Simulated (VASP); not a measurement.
The system is Al4B3P.

```
Al B P
1.0
     5.12401    0.00000    0.00000
    -2.56200    4.43752    0.00000
     0.00000    0.00000    5.46960
Al B P
4 3 1
Direct
  0.50000 0.00000 0.00000
  0.00000 0.50000 0.00000
  0.50000 0.50000 0.00000
  0.00000 0.00000 0.00000
  0.50000 0.00000 0.50000
  0.00000 0.50000 0.50000
  0.50000 0.50000 0.50000
  0.00000 0.00000 0.50000
```

The cell was built by a generator and needn't be a form met in nature.

- Program: VASP 6.6.1
- Task: relaxation of cell and atoms
- Functional: PBE
- Potentials or basis: VASP PAW PBE potentials, release 64 (Al, B, P)
- Cutoff: 520 eV
- k mesh: 3 × 3 × 3
- Occupations: gaussian, width 0.15 eV
- Spin: no spin polarisation

At the start: pressure -7.4 GPa; volume 15.55 Å³/atom.

Task: How do energy, volume and symmetry change on relaxing?

Result: Over 11 steps the energy falls by 132.5 meV/atom and the volume is 13.97 Å³/atom (-10.2 %); space group P6/mmm (No. 191, to 0.05 Å).

Step by step:
```csv
step,energy change (eV),largest force (eV/Å),pressure (GPa),volume (Å³)
1,0.0000,0.0000,-7.41,124.37
2,-0.7177,0.0000,-1.27,111.73
3,-0.7754,0.0000,1.67,108.61
4,-0.7346,0.0000,8.89,102.49
5,-0.7852,0.0000,3.32,107.11
6,-1.0304,0.0000,2.34,108.73
7,-1.0392,0.0000,2.33,108.95
8,-1.0381,0.0000,2.45,109.37
9,-1.0410,0.0000,2.38,109.20
10,-1.0560,0.0000,-1.02,112.96
11,-1.0603,0.0000,0.01,111.73
```

Final structure:
```cif
data_structure
_symmetry_space_group_name_H-M 'P 1'
_symmetry_Int_Tables_number 1
_cell_length_a 5.2118
_cell_length_b 5.2118
_cell_length_c 4.7495
_cell_angle_alpha 90.000
_cell_angle_beta 90.000
_cell_angle_gamma 120.000
_cell_volume 111.73
loop_
_atom_site_label
_atom_site_type_symbol
_atom_site_fract_x
_atom_site_fract_y
_atom_site_fract_z
_atom_site_occupancy
Al1 Al 0.50000 0.00000 0.00000 1
Al2 Al 0.00000 0.50000 0.00000 1
Al3 Al 0.50000 0.50000 0.00000 1
Al4 Al 0.00000 0.00000 0.00000 1
B1 B 0.50000 0.00000 0.50000 1
B2 B 0.00000 0.50000 0.50000 1
B3 B 0.50000 0.50000 0.50000 1
P1 P 0.00000 0.00000 0.50000 1
```

Caveat: the k mesh is coarse (spacing up to 0.47 Å⁻¹), so the values aren't converged.
